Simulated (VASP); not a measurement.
Given:

```
CELL_PARAMETERS angstrom
      2.79868     0.00000     0.00000
      0.00000     2.79868     0.00000
      0.00000     0.00000     3.44222
ATOMIC_POSITIONS crystal
  Cu 0.00000 0.00000 0.00000
  Au 0.50000 0.50000 0.50000
```

Level of theory: PBE GGA, VASP's PBE PAW potentials (set 64) (plane waves; VASP). Run with 480 eV cut-off, 12×12×10 Γ-centred mesh, first-order Methfessel-Paxton smearing of 0.10 eV, potentials Cu Au.

Unless said otherwise, spin-orbit coupling is left out, though it shifts the bands of the heavy elements here.

Q: Predict the energy per atom (σ→0), pressure, band gap (on the k-mesh) with the smallest direct gap where there is one.

A: 
- band gap (on the k-mesh) = none (metal, semimetal or under 0.01 eV)
- energy per atom (σ→0) = -332.8 kJ/mol of atoms
- pressure = 19.93 GPa

Only differences to runs with the same potentials and settings are physical.

The compound is CuAu in the L1_0 structure. It was relaxed first under an external pressure of 20 GPa.
